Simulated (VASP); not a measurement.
```xyz
2
Lattice="1.1851 -2.0527 0.0000 1.1851 2.0527 0.0000 0.0000 0.0000 3.8306" Properties=species:S:1:pos:R:3 pbc="T T T"
Co     1.1851     0.6842     0.9577
Co     1.1851    -0.6842     2.8730
```
Starting moments (μB, in the order of the record's atoms Co Co): 1.6 1.6.

Level of theory: PBE GGA, VASP's PBE PAW potentials (set 64) (plane waves; VASP). Numerical set-up: 500 eV cut-off, 18×18×10 Γ-centred mesh, first-order Methfessel-Paxton smearing of 0.10 eV, potentials Co.

The ions, cell shape and volume at an external pressure of 45.0 GPa are relaxed. Give the cell that the relaxation ends in.

```xyz
2
Lattice="1.1859 -2.0540 0.0000 1.1859 2.0540 0.0000 0.0000 0.0000 3.8314" Properties=species:S:1:pos:R:3 pbc="T T T"
Co     1.1859     0.6847     0.9578
Co     1.1859    -0.6847     2.8735
```
Space group P6_3/mmc (194), at a tolerance of 0.03 Å. The cell ends with 3.00 μB, on the sites 1.49 1.49 μB.

How do energy and volume change from the first to the last step?

The energy (σ→0) changes by -3.8 meV/atom and the volume by +0.1 %, in 3 ionic steps.

```tsv
step	E(σ→0) (eV)	max force (eV/Å)	pressure (GPa)	volume (Å³)
1	-13.7020	0.000	45.53	18.64
2	-13.7253	0.000	43.66	18.72
3	-13.7096	0.000	44.95	18.66
```

The compound is Co in the hcp structure. This run relaxes it under an external pressure of 45 GPa. Symmetry was kept, so distortions that lower it aren't found.
